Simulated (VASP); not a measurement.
Method: LDA (Ceperley-Alder, Perdew-Zunger), VASP's LDA PAW potentials (set 64) (plane waves; VASP).

VASP ran on this input.

**INCAR**
```
SYSTEM = FeSi
PREC = Accurate; ENCUT = 500; LREAL = .FALSE.
LASPH = .TRUE.
EDIFF = 1E-6; NELM = 100; ALGO = Normal
LMAXMIX = 4
ISMEAR = 0; SIGMA = 0.05
IBRION = 2; NSW = 40; ISIF = 3
EDIFFG = -0.02; PSTRESS = 100
LWAVE = .FALSE.; LCHARG = .FALSE.
```

POSCAR:
```
FeSi
1.0
  4.3200768055   0.0000000000   0.0000000000
  0.0000000000   4.3200768055   0.0000000000
  0.0000000000   0.0000000000   4.3200768055
Fe Si
4 4
Direct
  0.8613638529   0.6386361471   0.3613638529
  0.3613638529   0.8613638529   0.6386361471
  0.1386361471   0.1386361471   0.1386361471
  0.6386361471   0.3613638529   0.8613638529
  0.1584377073   0.3415622927   0.6584377073
  0.6584377073   0.1584377073   0.3415622927
  0.8415622927   0.8415622927   0.8415622927
  0.3415622927   0.6584377073   0.1584377073
```

File KPOINTS:
```
Automatic mesh
0
Gamma
5 5 5
0 0 0
```

POTCAR, in this order: Fe Si (LDA.64 set). Program: vasp_std.

The resulting files:

### OUTCAR
```
 ion  position               nearest neighbor table
   1  0.861  0.639  0.361-   5 2.22   6 2.25   7 2.25   8 2.25   6 2.41   7 2.41   8 2.41   2 2.65
                             4 2.65   3 2.65   3 2.65   2 2.65   4 2.65
   2  0.361  0.861  0.639-   6 2.22   5 2.25   7 2.25   8 2.25   8 2.41   5 2.41   7 2.41   1 2.65
                             3 2.65   4 2.65   3 2.65   1 2.65   4 2.65
   3  0.139  0.139  0.139-   7 2.22   6 2.25   5 2.25   8 2.25   8 2.41   5 2.41   6 2.41   2 2.65
                             4 2.65   1 2.65   2 2.65   1 2.65   4 2.65
   4  0.639  0.361  0.861-   8 2.22   6 2.25   7 2.25   5 2.25   5 2.41   6 2.41   7 2.41   1 2.65
                             1 2.65   2 2.65   2 2.65   3 2.65   3 2.65
   5  0.158  0.342  0.658-   1 2.22   2 2.25   3 2.25   4 2.25   2 2.41   3 2.41   4 2.41   8 2.68
                             6 2.68   8 2.68   7 2.68   7 2.68   6 2.68
   6  0.658  0.158  0.342-   2 2.22   1 2.25   3 2.25   4 2.25   4 2.41   1 2.41   3 2.41   8 2.68
                             7 2.68   5 2.68   8 2.68   7 2.68   5 2.68
   7  0.842  0.842  0.842-   3 2.22   2 2.25   1 2.25   4 2.25   4 2.41   1 2.41   2 2.41   5 2.68
                             6 2.68   8 2.68   6 2.68   5 2.68   8 2.68
   8  0.342  0.658  0.158-   4 2.22   2 2.25   3 2.25   1 2.25   1 2.41   2 2.41   3 2.41   7 2.68
                             5 2.68   5 2.68   6 2.68   6 2.68   7 2.68
  LATTYP: Found a simple cubic cell.
 ALAT       =     4.3200768055
 Subroutine PRICEL returns:
 Original cell was already a primitive cell.
 Subroutine GETGRP returns: Found 12 space group operations
The static configuration has the point symmetry C_3 .
 The point group associated with its full space group is T   .
The dynamic configuration has the point symmetry C_3 .
 Subroutine INISYM returns: Found 12 space group operations
 Subroutine IBZKPT returns following result:
 Found     11 irreducible k-points:

 Following reciprocal coordinates:
            Coordinates               Weight
  0.000000  0.000000  0.000000      1.000000
  0.200000  0.000000  0.000000      6.000000
  0.400000  0.000000  0.000000      6.000000
  0.200000  0.200000  0.000000     12.000000
  0.400000  0.200000  0.000000     12.000000
 -0.200000  0.400000  0.000000     12.000000
  0.400000  0.400000  0.000000     12.000000
  0.200000  0.200000  0.200000      8.000000
  0.400000  0.200000  0.200000     24.000000
  0.400000  0.400000  0.200000     24.000000
  0.400000  0.400000  0.400000      8.000000
   k-points           NKPTS =     11   k-points in BZ     NKDIM =     11   number of bands    NBANDS=     29
   number of dos      NEDOS =    301   number of ions     NIONS =      8
   total plane-waves  NPLWV =  32768
   dimension x,y,z NGX =    32 NGY =   32 NGZ =   32
   dimension x,y,z NGXF=    64 NGYF=   64 NGZF=   64
   ions per type =               4   4
   PREC   = accura    normal or accurate (medium, high low for compatibility)
   ISTART =      0    job   : 0-new  1-cont  2-samecut
   ICHARG =      2    charge: 1-file 2-atom 10-const
   ISPIN  =      1    spin polarized calculation?
   LNONCOLLINEAR =      F non collinear calculations
   LSORBIT =      F    spin-orbit coupling
   INIWAV =      1    electr: 0-lowe 1-rand  2-diag
   ENCUT  =  500.0 eV  36.75 Ry    6.06 a.u.   7.88  7.88  7.88*2*pi/ulx,y,z
   NELM   =    100;   NELMIN=  2; NELMDL= -5     # of ELM steps
   EDIFF  = 0.1E-05   stopping-criterion for ELM
   LREAL  =      F    real-space projection
   NLSPLINE    = F    spline interpolate recip. space projectors
   LMAXMIX     =    4 max onsite mixed and CHGCAR
   VOSKOWN=      0    Vosko Wilk Nusair interpolation
   EDIFFG = -.2E-01   stopping-criterion for IOM
   NSW    =     40    number of steps for IOM
   NBLOCK =      1;   KBLOCK =     40    inner block; outer block
   IBRION =      2    ionic relax: 0-MD 1-quasi-New 2-CG
   NFREE  =      1    steps in history (QN), initial steepest desc. (CG)
   ISIF   =      3    stress and relaxation
   ISYM   =      2    0-nonsym 1-usesym 2-fastsym
   TEIN   =    0.0    initial temperature
   TEBEG  =    0.0;   TEEND  =   0.0 temperature during run
   SMASS  =  -3.00    Nose mass-parameter (am)
   PSTRESS=  100.0 pullay stress
   NELECT =      48.0000    total number of electrons
   EFERMI =   0.00;   METHOD = LEGACY
...
```

### OSZICAR
```
       N       E                     dE             d eps       ncg     rms          rms(c)
DAV:   1     0.365624456663E+03    0.36562E+03   -0.19622E+04   638   0.188E+03
DAV:   2    -0.314420710078E+02   -0.39707E+03   -0.38608E+03   638   0.433E+02
DAV:   3    -0.719522936904E+02   -0.40510E+02   -0.37085E+02   928   0.157E+02
DAV:   4    -0.739766828870E+02   -0.20244E+01   -0.19738E+01   988   0.424E+01
DAV:   5    -0.740150370334E+02   -0.38354E-01   -0.38314E-01  1007   0.545E+00    0.354E+01
DAV:   6    -0.764400295853E+02   -0.24250E+01   -0.19322E+02   952   0.169E+02    0.259E+01
DAV:   7    -0.668945479419E+02    0.95455E+01   -0.76305E+01   957   0.118E+02    0.105E+01
DAV:   8    -0.665539638719E+02    0.34058E+00   -0.34479E+00   956   0.174E+01    0.273E+00
DAV:   9    -0.664773861094E+02    0.76578E-01   -0.28018E-01  1007   0.568E+00    0.106E+00
DAV:  10    -0.664645560601E+02    0.12830E-01   -0.13900E-02   980   0.101E+00    0.236E-01
DAV:  11    -0.664643011203E+02    0.25494E-03   -0.15946E-03  1007   0.429E-01    0.113E-01
DAV:  12    -0.664642617838E+02    0.39336E-04   -0.96075E-05   996   0.975E-02    0.470E-02
DAV:  13    -0.664642569255E+02    0.48584E-05   -0.56679E-05  1007   0.642E-02    0.194E-02
DAV:  14    -0.664642559013E+02    0.10242E-05   -0.34285E-06   588   0.172E-02    0.394E-03
DAV:  15    -0.664642557891E+02    0.11216E-06   -0.13475E-06   479   0.149E-02
   1 F= -.61431987E+02 E0= -.61431507E+02  d E =-.614320E+02
```

OUTCAR:
```
------------------------ aborting loop because EDIFF is reached ----------------------------------------
  FORCE on cell =-STRESS in cart. coord.  units (eV):
  Direction    XX          YY          ZZ          XY          YZ          ZX
  --------------------------------------------------------------------------------------
  Total        5.0690386      5.0690386      5.0690386      0.0000000      0.0000000      0.0000000
  in kB      100.7306825    100.7306825    100.7306825      0.0000000      0.0000000      0.0000000
  external PRESSURE =       0.7306825 kB  Pullay stress =     100.0000000 kB
  volume of cell :       80.63
      direct lattice vectors                 reciprocal lattice vectors
     4.320076806  0.000000000  0.000000000     0.231477366  0.000000000  0.000000000
     0.000000000  4.320076806  0.000000000     0.000000000  0.231477366  0.000000000
     0.000000000  0.000000000  4.320076806     0.000000000  0.000000000  0.231477366
 POSITION                                       TOTAL-FORCE (eV/Angst)
 -----------------------------------------------------------------------------------
      3.72116      2.75896      1.56112        -0.001267      0.001267     -0.001267
      1.56112      3.72116      2.75896        -0.001267     -0.001267      0.001267
      0.59892      0.59892      0.59892         0.001267      0.001267      0.001267
      2.75896      1.56112      3.72116         0.001267     -0.001267     -0.001267
      0.68446      1.47558      2.84450         0.000694     -0.000694      0.000694
      2.84450      0.68446      1.47558         0.000694      0.000694     -0.000694
      3.63561      3.63561      3.63561        -0.000694     -0.000694     -0.000694
      1.47558      2.84450      0.68446        -0.000694      0.000694      0.000694
 -----------------------------------------------------------------------------------
    total drift:                               -0.000000     -0.000000     -0.000000
  FREE ENERGIE OF THE ION-ELECTRON SYSTEM (eV)
  ---------------------------------------------------
  free  energy   TOTEN  =       -66.4642557891 eV

  energy  without entropy=      -66.4632962405  energy(sigma->0) =      -66.46377601
  enthalpy is  TOTEN    =       -61.4319870950 eV   P V=        5.0322686941

 reached required accuracy - stopping structural energy minimisation
```
(Selected blocks of OUTCAR.)

File OUTCAR:
```
 val. band max:       10.8177625263   @ k =   0.4000   0.0000   0.0000

 cond. band min:      10.9662430716   @ k =   0.4000   0.2000   0.0000


 Fermi energy:        10.8934260316

 k-point     1 :       0.0000    0.0000    0.0000
  band No.  band energies     occupation
      1      -3.0360      2.00000
      2       2.5853      2.00000
      3       2.5853      2.00000
      4       2.5853      2.00000
      5       5.4477      2.00000
      6       5.4477      2.00000
      7       5.4477      2.00000
      8       7.0458      2.00000
      9       7.0458      2.00000
     10       7.0458      2.00000
     11       7.5817      2.00000
     12       7.7596      2.00000
     13       7.7596      2.00000
     14       8.1052      2.00000
     15       8.1052      2.00000
     16       8.1052      2.00000
     17       8.7495      2.00000
     18       8.7495      2.00000
     19       8.7495      2.00000
     20      10.5265      2.00000
     21      10.5265      2.00000
     22      10.5265      2.00000
     23      10.7824      1.99831
     24      10.7824      1.99831
     25      11.5654      0.00000
     26      11.5654      0.00000
     27      11.5654      0.00000
     28      14.3193      0.00000
     29      14.3193      0.00000

 k-point     2 :       0.2000    0.0000    0.0000
  band No.  band energies     occupation
      1      -2.7197      2.00000
      2       1.2354      2.00000
      3       2.7572      2.00000
      4       3.4755      2.00000
      5       4.7350      2.00000
      6       5.6219      2.00000
      7       6.0415      2.00000
      8       6.4318      2.00000
      9       6.4867      2.00000
     10       7.3841      2.00000
     11       7.8251      2.00000
     12       7.9620      2.00000
     13       8.0652      2.00000
     14       8.0793      2.00000
     15       8.1440      2.00000
     16       8.1890      2.00000
     17       8.6171      2.00000
     18       8.6967      2.00000
     19       9.0978      2.00000
...
```

The compound is FeSi in the B20 structure. It was relaxed first under an external pressure of 10 GPa. The run is not spin-polarised, so no magnetic state was tried.
